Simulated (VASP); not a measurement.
Level of theory: PBEsol GGA, VASP's PBE PAW potentials (set 64) (plane waves; VASP).

Input for VASP

**INCAR**
```
ALGO = Normal
EDIFF = 1E-6
EDIFFG = -0.02
ENCUT = 400
GGA = PS
IBRION = 2
ISIF = 3
ISMEAR = 0
LASPH = T
LCHARG = F
LMAXMIX = 4
LREAL = F
LWAVE = F
NELM = 100
NSW = 60
PREC = Accurate
SIGMA = 0.05
SYSTEM = Al2In2Sb4
```

### POSCAR
```
Al2In2Sb4
1
   -0.0000000000     3.1747347135     3.1747347135
    3.1747347135    -0.0000000000     3.1747347135
   12.6986393769    12.6986393769     0.0002994772
In Sb Al
2 4 2
Direct
  0.0084424464   0.0084424464   0.9936681652
  0.9933506350   0.9933506350   0.2549870237
  0.2490471616   0.2490471616   0.0632146288
  0.2343917871   0.2343917871   0.3242061597
  0.2503567068   0.2503567068   0.5622324699
  0.2654925616   0.2654925616   0.8008805788
  0.9922302342   0.9922302342   0.5058273244
  0.0066884673   0.0066884673   0.7449836496
```

**KPOINTS**
```
Automatic mesh
0
G
 6 6 2
0 0 0
```

POTCAR, in this order: In_d Sb Al (PBE.64 set). Program: vasp_std.

Output of the run:

**OSZICAR**
```
       N       E                     dE             d eps       ncg     rms          rms(c)
DAV:   1     0.342270621362E+03    0.34227E+03   -0.17614E+04  1364   0.124E+03
DAV:   2     0.188370651929E+01   -0.34039E+03   -0.33373E+03  1462   0.321E+02
DAV:   3    -0.322886117651E+02   -0.34172E+02   -0.33057E+02  1738   0.119E+02
DAV:   4    -0.334656939673E+02   -0.11771E+01   -0.11732E+01  1621   0.261E+01
DAV:   5    -0.335256713610E+02   -0.59977E-01   -0.59967E-01  2213   0.542E+00    0.747E+00
DAV:   6    -0.330840036716E+02    0.44167E+00   -0.74073E-01  1809   0.904E+00    0.443E+00
DAV:   7    -0.329774391112E+02    0.10656E+00   -0.51322E-01  2087   0.446E+00    0.973E-01
DAV:   8    -0.329716550407E+02    0.57841E-02   -0.50329E-02  1892   0.223E+00    0.678E-01
DAV:   9    -0.329727509110E+02   -0.10959E-02   -0.57196E-03  1758   0.371E-01    0.147E-01
DAV:  10    -0.329729888964E+02   -0.23799E-03   -0.38139E-04  1807   0.124E-01    0.678E-02
DAV:  11    -0.329730765916E+02   -0.87695E-04   -0.91771E-05  1459   0.449E-02    0.182E-02
DAV:  12    -0.329730978063E+02   -0.21215E-04   -0.22114E-05  1582   0.301E-02    0.110E-02
DAV:  13    -0.329730995800E+02   -0.17737E-05   -0.21929E-06  1271   0.995E-03    0.447E-03
DAV:  14    -0.329730996487E+02   -0.68738E-07   -0.57065E-07   997   0.686E-03
   1 F= -.32973100E+02 E0= -.32973100E+02  d E =-.329731E+02
       N       E                     dE             d eps       ncg     rms          rms(c)
DAV:   1    -0.329821375583E+02   -0.90380E-02   -0.23659E-01  1820   0.601E+00    0.561E-01
DAV:   2    -0.329748710079E+02    0.72666E-02   -0.18979E-02  1841   0.197E+00    0.215E-01
DAV:   3    -0.329736052603E+02    0.12657E-02   -0.46668E-03  1848   0.841E-01    0.872E-02
DAV:   4    -0.329735984579E+02    0.68023E-05   -0.18603E-04  1684   0.989E-02    0.911E-02
DAV:   5    -0.329735915293E+02    0.69286E-05   -0.85555E-06  1860   0.206E-02    0.640E-02
DAV:   6    -0.329735675567E+02    0.23973E-04   -0.52517E-05  1485   0.385E-02    0.496E-02
DAV:   7    -0.329735678656E+02   -0.30895E-06   -0.34279E-06  1467   0.161E-02
   2 F= -.32973568E+02 E0= -.32973568E+02  d E =-.468217E-03
```

OUTCAR:
```
------------------------ aborting loop because EDIFF is reached ----------------------------------------
  FORCE on cell =-STRESS in cart. coord.  units (eV):
  Direction    XX          YY          ZZ          XY          YZ          ZX
  --------------------------------------------------------------------------------------
  Total        0.0977147      0.0977147      0.0977147      0.0005756     -0.0005756     -0.0005756
  in kB        0.6146529      0.6146529      0.6146529      0.0036208     -0.0036208     -0.0036208
  external PRESSURE =       0.6146529 kB  Pullay stress =       0.0000000 kB
  volume of cell :      254.71
      direct lattice vectors                 reciprocal lattice vectors
    -0.000000000  3.169856378  3.169856378    -0.157756231  0.157715475  0.157756231
     3.169856378 -0.000000000  3.169856378     0.157715475 -0.157756231  0.157756231
    12.676150613 12.676150613  0.003274900     0.039449247  0.039449247 -0.039449247
 POSITION                                       TOTAL-FORCE (eV/Angst)
 -----------------------------------------------------------------------------------
     12.62288     12.62288      0.05655         0.003799      0.003799     -0.003799
      6.38053      6.38053      6.29889        -0.007937     -0.007937      0.007937
      1.59068      1.59068      1.57917        -0.001718     -0.001718      0.001718
      4.85248      4.85248      1.48724        -0.003382     -0.003382      0.003382
      7.92035      7.92035      1.58922        -0.005787     -0.005787      0.005787
     10.99414     10.99414      1.68529         0.004220      0.004220     -0.004220
      9.55738      9.55738      6.29190         0.005025      0.005025     -0.005025
      9.46477      9.46477      0.04479         0.005779      0.005779     -0.005779
 -----------------------------------------------------------------------------------
    total drift:                                0.000703      0.000703     -0.000703
  FREE ENERGIE OF THE ION-ELECTRON SYSTEM (eV)
  ---------------------------------------------------
  free  energy   TOTEN  =       -32.9735678656 eV

  energy  without entropy=      -32.9735678581  energy(sigma->0) =      -32.97356786

 reached required accuracy - stopping structural energy minimisation
```
(Selected blocks of OUTCAR.)

**CONTCAR**
```
Al2In2Sb4
   1.00000000000000
    -0.0000000000000236    3.1698563781632263    3.1698563781632738
     3.1698563781632263   -0.0000000000000236    3.1698563781632738
    12.6761506130361514   12.6761506130361514    0.0032748997165054
  In              Sb              Al
     2     4     2
Direct
     0.0084063277962716    0.0084063277962716    0.9936952541527927
     0.9934294968910395    0.9934294968910395    0.2549278772817159
     0.2490598099182877    0.2490598099182877    0.0632051425612789
     0.2344229367411168    0.2344229367411168    0.3241827974691611
     0.2503871910235650    0.2503871910235650    0.5622096067323280
     0.2654166067033181    0.2654166067033181    0.8009375449725079
     0.9921967896310244    0.9921967896310244    0.5058524078267344
     0.0066808412953697    0.0066808412953697    0.7449893691034758
```

### OUTCAR
```
 val. band max:        4.8753345075   @ k =   0.0000   0.0000   0.0000

 cond. band min:       5.2203043776   @ k =   0.0000   0.0000   0.0000


 Fermi energy:         5.0502204433

 k-point     1 :       0.0000    0.0000    0.0000
  band No.  band energies     occupation
      1      -9.6697      2.00000
      2      -9.6377      2.00000
      3      -9.6353      2.00000
      4      -9.6353      2.00000
      5      -9.6129      2.00000
      6      -9.6129      2.00000
      7      -9.5530      2.00000
      8      -9.5530      2.00000
      9      -9.5324      2.00000
     10      -9.5324      2.00000
     11      -5.9514      2.00000
     12      -5.4187      2.00000
     13      -5.4060      2.00000
     14      -4.5847      2.00000
     15      -0.7995      2.00000
     16       1.2293      2.00000
     17       1.2719      2.00000
     18       3.5857      2.00000
     19       3.5857      2.00000
     20       4.0127      2.00000
     21       4.0127      2.00000
     22       4.3355      2.00000
     23       4.3355      2.00000
     24       4.6795      2.00000
     25       4.8753      2.00000
     26       4.8753      2.00000
     27       5.2203      0.00000
     28       5.4567      0.00000
     29       5.9414      0.00000
     30       6.0765      0.00000
     31       7.6445      0.00000

 k-point     2 :       0.1667    0.0000   -0.0000
  band No.  band energies     occupation
      1      -9.6787      2.00000
      2      -9.6535      2.00000
      3      -9.6288      2.00000
      4      -9.6269      2.00000
      5      -9.6095      2.00000
      6      -9.6060      2.00000
      7      -9.5566      2.00000
      8      -9.5521      2.00000
      9      -9.5352      2.00000
     10      -9.5314      2.00000
     11      -5.7047      2.00000
     12      -5.3985      2.00000
     13      -4.9880      2.00000
     14      -4.4774      2.00000
     15      -0.6164      2.00000
     16       0.4696      2.00000
     17       1.6320      2.00000
...
```

Unless said otherwise, spin-orbit coupling is left out, though it shifts the bands of the heavy elements here.

The structure was generated: Al2In2Sb4 was put into an ordered model structure (R3m), which need not be its known phase. This run relaxes it. Symmetry was kept, so distortions that lower it aren't found. The start is the result of an earlier pass.
